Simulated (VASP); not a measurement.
All values below come from PBEsol GGA, VASP's PBE PAW potentials (set 64) (plane waves; VASP 6.6.1).

Input for VASP

File POSCAR:
```
ReNCl4
6.3687350
 -0.6715236228   0.6715236228   0.3132284512
  0.6715236228  -0.6715236228   0.3132284512
  0.6715236228   0.6715236228  -0.3132284512
Re N Cl
1 1 4
Cart
 -0.0000000000   0.0000000000   0.0090335085
 -0.0000000000   0.0000000000   0.2669834026
  0.5805456024  -0.3358155333   0.2685119575
  0.3358155333   0.5805456024   0.2685119575
  0.7625016432   0.3358155333   0.2685119575
 -0.3358155333   0.7625016432   0.2685119575
```

File KPOINTS:
```
K-points
0
G
 5 5 5
```

**INCAR**
```
# general
SYSTEM  = ReNCl4
PREC    = Accurate
ENCUT   = 400   # plane-wave cut-off (eV)
LREAL   = .FALSE.   # projection in real space or not
LASPH   = .TRUE.   # aspherical one-centre terms

# electronic loop
EDIFF   = 1E-6   # SCF stop (eV)
NELM    = 100   # most electronic steps
ALGO    = Normal   # blocked Davidson
LMAXMIX = 6   # l cut-off of mixed one-centre charges

# smearing
ISMEAR  = 0
SIGMA   = 0.01   # width (eV)

# functional
GGA     = PS   # PBEsol

# ions
ISIF    = 2   # forces and stress, cell fixed

# output
LWAVE   = .FALSE.
LCHARG  = .FALSE.
```

POTCAR, in this order: Re N Cl (PBE.64 set). Program: vasp_std.

### Question
What will the output report for the number of irreducible k-points (NKPTS), largest plane-wave count, number of space-group operations, FFT grid (NGX, NGY, NGZ)?

### Answer

| Property | Result |
|---|---|
| number of irreducible k-points (NKPTS) | 21 |
| largest plane-wave count | 2668 |
| number of space-group operations | 4 |
| FFT grid (NGX, NGY, NGZ) | 42 × 42 × 42 |

The structure comes from a computed database's ReNCl4 entry (I4); how it stands against other phases isn't given here. The cell was not relaxed at this level, and its volume differs by -5.9 % from the start's.
